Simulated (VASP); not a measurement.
VASP ran on this input.

File POSCAR:
```
CsSnI3
1.0
  6.1799869802   0.0000000000   0.0000000000
  0.0000000000   6.1799869802   0.0000000000
  0.0000000000   0.0000000000   6.1799869802
Cs Sn I
1 1 3
Direct
  0.0000000000   0.0000000000   0.0000000000
  0.5000000000   0.5000000000   0.5000000000
  0.5000000000   0.0000000000   0.5000000000
  0.0000000000   0.5000000000   0.5000000000
  0.5000000000   0.5000000000   0.0000000000
```

File KPOINTS:
```
Automatic mesh
0
Gamma
4 4 4
0 0 0
```

**INCAR**
```
ALGO = Normal
EDIFF = 1E-8
EDIFFG = -0.001
ENCUT = 400
IBRION = 1
ISIF = 2
ISMEAR = 0
LASPH = .TRUE.
LCHARG = .FALSE.
LMAXMIX = 4
LMIXTAU = .TRUE.
LREAL = .FALSE.
LWAVE = .FALSE.
METAGGA = R2SCAN
NELM = 100
NSW = 30
PREC = Accurate
SIGMA = 0.05
SYSTEM = CsSnI3
```

POTCAR, in this order: Cs_sv Sn_d I (PBE.64 set). Program: vasp_std.

Q: Translate this r2SCAN calculation to Ansatz.

A: One equivalent input (not run):
Ansatz 0.2 input:
```yaml
crystal:
  lattice:
    - [6.1799870, 0.0000000, 0.0000000]
    - [0.0000000, 6.1799870, 0.0000000]
    - [0.0000000, 0.0000000, 6.1799870]
  atoms:
    - { symbol: Cs, position: [0.0000000, 0.0000000, 0.0000000] }
    - { symbol: Sn, position: [0.5000000, 0.5000000, 0.5000000] }
    - { symbol: I, position: [0.5000000, 0.0000000, 0.5000000] }
    - { symbol: I, position: [0.0000000, 0.5000000, 0.5000000] }
    - { symbol: I, position: [0.5000000, 0.5000000, 0.0000000] }
kpoints:
  mp_grid: { grid: [4, 4, 4] }
hamiltonian:
  xc: r2scan
  pseudopotentials: { kind: paw }
scf:
  occupations: { method: gaussian, width: 0.05 }
  max_iter: 100
relax:
  max_steps: 30
  f_tol: 0.001
output: { forces: true, stress: true, eigenvalues: true }
```
What does not carry over: each code has its own PAW files, so the cut-off isn't converted (ENCUT is set for VASP's; basis.ecutwfc is left out, and Ansatz then takes the one that its files recommend); Ansatz stops its SCF on the density residual and VASP on the energy change (EDIFF).

The compound is CsSnI3 in the cubic perovskite structure, the ideal cubic form; the compound distorts at low or room temperature. It was relaxed first. The start is the result of an earlier pass.
